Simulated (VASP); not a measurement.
# SnSe2 (P-3m1) in VASP: further runs, part 2 of 2

VASP 6.6.1. Earlier steps stand in the parts before.

## (3) Relaxation of cell and atoms, PBE+D3(BJ)

This run uses another cell than the first one, of 25.57 Å³/atom, 0.994 times its volume.

File INCAR:

```
SYSTEM = SnSe2
PREC = Accurate ; ENCUT = 600
EDIFF = 1E-7 ; ISMEAR = 0
SIGMA = 0.03 ; LREAL = .FALSE.
LASPH = .TRUE. ; NELM = 80
ALGO = Normal ; ISIF = 3
LWAVE = .FALSE. ; LCHARG = .FALSE.
GGA = PE ; IVDW = 12
IBRION = 2 ; NSW = 90
EDIFFG = -0.005 ; KPAR = 2
```

File KPOINTS:

```
regular mesh
0
G
  9 9 5
  0 0 0
```

File POSCAR:

```
SnSe2                                   
1.0
    3.8394217831     -0.0000000000     -0.0000000000
   -1.9197108915      3.3250368000     -0.0000000000
   -0.0000000000      0.0000000000      6.0091818213
  Sn              Se            
     1     2
Direct
     0.0000000000000000    0.0000000000000000    0.0000000000000000
     0.3333333332999970    0.6666666667000030    0.2655766686425288
     0.6666666667000030    0.3333333332999970    0.7344233313574713
```

Potentials or basis: VASP PAW PBE potentials, release 64 (Sn_d, Se).

Started as:

```console
> cat potpaw_PBE.64/Sn_d/POTCAR potpaw_PBE.64/Se/POTCAR > POTCAR
> mpirun -np 2 vasp_std > vasp.out
```

OUTCAR:

```text
SYSTEM = SnSe2
   PREC = Accurate
   ENCUT = 600
   EDIFF = 1E-7
   ISMEAR = 0
   LREAL = .FALSE.
   LASPH = .TRUE.
   NELM = 80
   ISIF = 3
   GGA = PE
   IVDW = 12
   IBRION = 2
   NSW = 90
   EDIFFG = -0.005
 IVDW          = 12

 ion  position               nearest neighbor table
   1  0.000  0.000  0.000-   2 2.73   3 2.73   2 2.73   3 2.73   3 2.73   2 2.73
   2  0.333  0.667  0.266-   1 2.73   1 2.73   1 2.73
   3  0.667  0.333  0.734-   1 2.73   1 2.73   1 2.73

  LATTYP: Found a hexagonal cell.
 ALAT       =     3.8394217831
 C/A-ratio  =     1.5651267719

  Lattice vectors:

 A1 = (   3.8394217831,   0.0000000000,   0.0000000000)
 A2 = (  -1.9197108915,   3.3250368000,   0.0000000000)
 A3 = (   0.0000000000,   0.0000000000,   6.0091818213)

Analysis of symmetry for initial positions (statically):
=====================================================================
 Subroutine PRICEL returns:
 Original cell was already a primitive cell.

 Routine SETGRP: Setting up the symmetry group for a
 hexagonal supercell.

[... 223 lines left out ...]
 E-fermi :   4.6034     XC(G=0):  -9.5634

 val. band max:        4.4086669959   @ k =   0.1111  -0.0000   0.0000
 cond. band min:       4.8430418020   @ k =   0.0000   0.4444   0.4000
 fundamental gap:      0.4343748061
 Fermi energy:         4.6034049066

 k-point     1 :       0.0000    0.0000    0.0000
  band No.  band energies     occupation
      1     -16.9757      2.00000
      2     -16.9757      2.00000
      3     -16.9418      2.00000
      4     -16.9306      2.00000
      5     -16.9306      2.00000
      6      -9.5092      2.00000
[... 457 lines left out ...]
      4     -16.9293      2.00000
      5     -16.9182      2.00000
      6      -8.6737      2.00000
[... 9 lines left out ...]
     16       9.3406      0.00000
     17      10.6303      0.00000

 [... further k-points ...]

------------------------ aborting loop because EDIFF is reached ----------------------------------------

 Edisp (eV)   -1.09157

 E8    (eV) :    -0.4778

  FORCE on cell =-STRESS in cart. coord.  units (eV):
  Direction    XX          YY          ZZ          XY          YZ          ZX
  --------------------------------------------------------------------------------------
  -------------------------------------------------------------------------------------
  Total       0.00690     0.00690    -0.00809     0.00000     0.00000     0.00000
  in kB       0.14410     0.14410    -0.16886     0.00000     0.00000     0.00000
  external pressure =        0.04 kB  Pullay stress =        0.00 kB

 VOLUME and BASIS-vectors are now :
 -----------------------------------------------------------------------------
  energy-cutoff  :      600.00
  volume of cell :       76.75
      direct lattice vectors                 reciprocal lattice vectors
     3.840844609  0.000000000 -0.000000000     0.260359401  0.150318570  0.000000000
    -1.920422304  3.326269003  0.000000000    -0.000000000  0.300637140  0.000000000
    -0.000000000 -0.000000000  6.007327904     0.000000000 -0.000000000  0.166463362

 POSITION                                       TOTAL-FORCE (eV/Angst)
 -----------------------------------------------------------------------------------
      3.84084      0.00000     -0.00000         0.000000     -0.000000     -0.000000
     -0.00000      2.21751      1.59499         0.000000      0.000000     -0.004328
      1.92042      1.10876      4.41234        -0.000000     -0.000000      0.004328
 -----------------------------------------------------------------------------------
    total drift:                                0.000000      0.000000     -0.000000

  FREE ENERGIE OF THE ION-ELECTRON SYSTEM (eV)
  ---------------------------------------------------
  free  energy   TOTEN  =       -12.8976965442 eV

  energy  without entropy=      -12.8976965442  energy(sigma->0) =      -12.89769654

 reached required accuracy - stopping structural energy minimisation
```

CONTCAR:

```text
SnSe2
   1.00000000000000
     3.8408446086950745    0.0000000000000214   -0.0000000000000000
    -1.9204223042975004    3.3262690031104696    0.0000000000000000
    -0.0000000000000000   -0.0000000000000000    6.0073279042372318
  Sn              Se
     1     2
Direct
     1.0000000000000000    0.0000000000000000    0.0000000000000000
     0.3333333332999970    0.6666666667000030    0.2655066399961811
     0.6666666667000030    0.3333333332999970    0.7344933600038188

  0.00000000E+00  0.00000000E+00  0.00000000E+00
  0.00000000E+00  0.00000000E+00  0.00000000E+00
  0.00000000E+00  0.00000000E+00  0.00000000E+00
```

Run time: 24 s. Hardware: 2 MPI ranks of Intel Xeon 6975P-C (Granite Rapids), shared host; peak memory 0.26 GiB.

Results:

| Item | Value |
| --- | --- |
| Free energy | -12.8977 eV |
| Relaxed volume | 25.58 Å³/atom |
| Relaxed cell | a = 3.841 Å, b = 3.841 Å, c = 6.007 Å, α = 90.00°, β = 90.00°, γ = 120.00° |
| Space group after relaxing (to 0.05 Å) | P-3m1 (No. 164) |
| Energy gained by relaxing | 0.0 meV/atom |
| Ionic steps | 2 |
| Pressure after relaxing | 0.0 GPa |
| Largest force after relaxing | 0.004 eV/Å |
| Band gap on the k mesh | 0.43 eV, indirect (least direct gap 0.81 eV) |
| Dispersion energy per atom | -0.364 eV |

Forces in eV/Å, atoms in the order of the input:
```
Sn   0.000  0.000  0.000
Se   0.000  0.000 -0.004
Se   0.000  0.000  0.004
```

Final structure:
```
CELL_PARAMETERS angstrom
3.84084 0.00000 0.00000
-1.92042 3.32627 0.00000
0.00000 0.00000 6.00733
ATOMIC_POSITIONS crystal
Sn 0.00000 0.00000 0.00000
Se 0.33333 0.66667 0.26551
Se 0.66667 0.33333 0.73449
```

Levels at points of the mesh, in eV from the valence-band top:
```csv
k point,band 11,band 12,band 13,band 14,band 15,band 16
"(0.00, 0.00, 0.00)",-0.54,-0.54,-0.10,0.71,2.93,4.49
```

Caveat: spin-orbit coupling is left out, which moves the levels of the heavy elements; an odd mesh through Γ misses points on the zone boundary, where band edges often lie.
